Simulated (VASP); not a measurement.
Input:

```
WC
1.0
    1.46797    -2.54260     0.00000
    1.46797     2.54260     0.00000
    0.00000     0.00000     2.85884
W C
1 1
Cartesian
  0.00000   0.00000   0.00000
  1.46797   0.84754   1.42942
```

Calculation: RPBE GGA, VASP's PBE PAW potentials (set 64) (plane waves; VASP). Numerical set-up: 520 eV cut-off, Gaussian smearing of 0.050 eV, potentials W_sv C.

Unless said otherwise, spin-orbit coupling is left out, though it shifts the bands of the heavy elements here.

What does the run give for the band gap (along the path) with the smallest direct gap where there is one?

```
Property                                                      Value
-------------------------  ----------------------------------------
band gap (along the path)  none (metal, semimetal or under 0.01 eV)
```

Only differences to runs with the same potentials and settings are physical.

The compound is WC in the wc structure. It was relaxed first.
